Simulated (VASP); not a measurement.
Data:

```
CeAs
1.0
    0.00000     3.03000     3.03000
    3.03000     0.00000     3.03000
    3.03000     3.03000     0.00000
Ce As
1 1
Direct
  0.00000   0.00000   0.00000
  0.50000   0.50000   0.50000
```
Starting moments (μB, in the order of the record's atoms Ce As): 1.0 0.0.

Method: PBEsol GGA, VASP's PBE PAW potentials (set 64) (plane waves; VASP). Settings: 300 eV cut-off, 6×6×6 Γ-centred mesh, Fermi-Dirac smearing of 0.14 eV, potentials Ce As.

Give the spin-up energies of bands 6 to 12 at the high-symmetry points, in eV from the Fermi level.

```json
[
 {"band": "6", "Γ": "-0.87", "X": "-1.84", "U": "-2.43", "L": "-3.92", "W": "-2.41"},
 {"band": "7", "Γ": "-0.87", "X": "-1.01", "U": "-1.89", "L": "-2.32", "W": "-1.85"},
 {"band": "8", "Γ": "-0.87", "X": "-1.01", "U": "-1.64", "L": "-2.32", "W": "-1.85"},
 {"band": "9", "Γ": "0.15", "X": "-0.83", "U": "-0.02", "L": "0.17", "W": "0.16"},
 {"band": "10", "Γ": "0.43", "X": "0.26", "U": "0.25", "L": "0.22", "W": "0.16"},
 {"band": "11", "Γ": "0.43", "X": "0.31", "U": "0.28", "L": "0.22", "W": "0.32"},
 {"band": "12", "Γ": "0.43", "X": "0.34", "U": "0.34", "L": "0.37", "W": "0.32"}
]
```

Give the spin-down energies of bands 6 to 12 at the high-symmetry points, in eV from the Fermi level.

```json
[
 {"band": "6", "Γ": "-0.73", "X": "-1.79", "U": "-2.38", "L": "-3.86", "W": "-2.37"},
 {"band": "7", "Γ": "-0.73", "X": "-0.92", "U": "-1.84", "L": "-2.29", "W": "-1.79"},
 {"band": "8", "Γ": "-0.73", "X": "-0.92", "U": "-1.60", "L": "-2.29", "W": "-1.79"},
 {"band": "9", "Γ": "0.52", "X": "-0.72", "U": "0.26", "L": "0.53", "W": "0.52"},
 {"band": "10", "Γ": "0.85", "X": "0.67", "U": "0.66", "L": "0.62", "W": "0.52"},
 {"band": "11", "Γ": "0.85", "X": "0.70", "U": "0.66", "L": "0.62", "W": "0.71"},
 {"band": "12", "Γ": "0.85", "X": "0.74", "U": "0.74", "L": "0.77", "W": "0.71"}
]
```

It has no gap at this level: it comes out as a metal or semimetal.

The structure comes from a measured CeAs entry of the Crystallography Open Database, whose conditions weren't checked. The cell was not relaxed at this level. VASP warned that the highest band is occupied, so more bands are needed.
